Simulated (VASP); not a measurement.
Data:

```xyz
4
Lattice="4.9089 2.4498 2.4498 2.4498 4.9089 2.4498 2.4498 2.4498 4.9089" Properties=species:S:1:pos:R:3 pbc="T T T"
Mn     7.3587     7.3587     4.8995
Mn     4.9042     4.9042     4.9042
S      2.4521     2.4521     2.4521
S      7.3563     7.3563     7.3563
```
Starting moments (μB, in the order of the record's atoms Mn Mn S S): 3.7 -3.7 0.0 0.0.

Level of theory: LDA (Ceperley-Alder, Perdew-Zunger), VASP's LDA PAW potentials (set 64) (plane waves; VASP 6.6.1). Settings: 520 eV cut-off, Gaussian smearing of 0.050 eV, potentials Mn_pv S.

### Question
Give the spin-up energies of bands 9 to 22 at the high-symmetry points, in eV from the Fermi level.

### Answer

```csv
band,Γ,T,H2,L,S0,F
9,-7.66,-5.44,-6.58,-6.77,-6.67,-7.67
10,-4.70,-5.00,-6.54,-6.52,-6.25,-6.53
11,-4.70,-4.34,-5.61,-5.32,-5.92,-4.66
12,-2.65,-4.34,-5.50,-4.87,-5.36,-4.61
13,-2.65,-3.23,-4.51,-4.57,-4.62,-3.59
14,-2.44,-3.23,-4.35,-3.84,-4.34,-3.56
15,-1.65,-2.59,-2.21,-2.61,-2.21,-3.26
16,-1.65,-2.59,-2.03,-2.11,-2.02,-2.12
17,-1.62,-1.97,-1.94,-1.80,-1.91,-1.88
18,-1.55,0.30,-0.79,-0.39,-0.85,-1.08
19,-1.55,0.30,-0.42,-0.28,-0.43,-0.36
20,0.50,0.35,0.80,-0.08,0.77,0.29
21,0.50,0.35,0.83,1.11,0.92,1.18
22,0.72,0.52,1.19,1.34,1.16,1.34
```

### Question
Give the spin-down energies of bands 9 to 22 at the high-symmetry points, in eV from the Fermi level.

### Answer

```
band      Γ      T     H2      L     S0      F
----  -----  -----  -----  -----  -----  -----
9     -7.66  -5.44  -6.58  -6.77  -6.67  -7.67
10    -4.70  -5.00  -6.54  -6.52  -6.25  -6.53
11    -4.70  -4.34  -5.61  -5.32  -5.92  -4.66
12    -2.65  -4.34  -5.50  -4.87  -5.36  -4.61
13    -2.65  -3.23  -4.51  -4.57  -4.62  -3.59
14    -2.44  -3.23  -4.35  -3.84  -4.34  -3.56
15    -1.65  -2.59  -2.21  -2.61  -2.21  -3.26
16    -1.65  -2.59  -2.03  -2.11  -2.02  -2.12
17    -1.62  -1.97  -1.94  -1.80  -1.91  -1.88
18    -1.55   0.30  -0.79  -0.39  -0.85  -1.08
19    -1.55   0.30  -0.42  -0.28  -0.43  -0.36
20     0.50   0.35   0.80  -0.08   0.77   0.29
21     0.50   0.35   0.83   1.11   0.92   1.18
22     0.72   0.52   1.19   1.34   1.16   1.34
```

It has no gap at this level: it comes out as a metal or semimetal.

The compound is MnS in the rock salt, AFM-II order structure. It was relaxed first, which changed the volume by -17 %.
